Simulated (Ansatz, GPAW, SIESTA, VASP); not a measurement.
# One calculation of Mg3Te, 5 ways

```
Te Mg
1.0
    -2.13936    2.13936    5.28249
     2.13936   -2.13936    5.28249
     2.13936    2.13936   -5.28249
Te Mg
1 3
Direct
  0.00000 0.00000 0.00000
  0.25000 0.75000 0.50000
  0.75000 0.25000 0.50000
  0.50000 0.50000 0.00000
```

The cell comes from a database or a generator and needn't be the stable form of this composition.

Alike in all runs: task single point; functional PBEsol; k mesh 9 × 9 × 9; occupations fermi-dirac, width 0.05 eV; no spin polarisation; no spin-orbit coupling. Pressure is positive in compression and, in plane waves, holds the error of the finite cutoff, which Ansatz's Pulay term estimates and takes out.

```tsv
program and potentials	plane-wave cutoff (eV)	notes	pressure (GPa)
Ansatz, Ansatz PAW	420	potentials made for PBE, which Ansatz adapts in part; 11.5 valence electrons an atom on average	-1.04
SIESTA, files PseudoDojo sr-pbesol-0.4.1-standard, DZP (energy shift 0.003 Ry; two zetas on semicore shells)	-	atomic basis; 11.5 valence electrons an atom on average	0.13
GPAW, PAW data sets generated for this functional	800	9 valence electrons an atom on average	-1.11
Ansatz, all-electron LAPW, scalar-relativistic	-	-	-1.05
VASP, PBE PAW files Mg, Te, 520 eV	520	potentials made for PBE; 3 valence electrons an atom on average	-1.09
```

The pressure spans -1.11 (GPAW, PAW data sets generated for this functional) to 0.13 GPa (SIESTA, files PseudoDojo sr-pbesol-0.4.1-standard, DZP (energy shift 0.003 Ry; two zetas on semicore shells)), with all-electron results at -1.05. Rows in atomic bases carry the error of their basis and grid, which can be large.

Differences between rows come from potentials, basis sets and numerical settings, since the functional is the same but for its coding. Runs on potential files found faulty are left out.
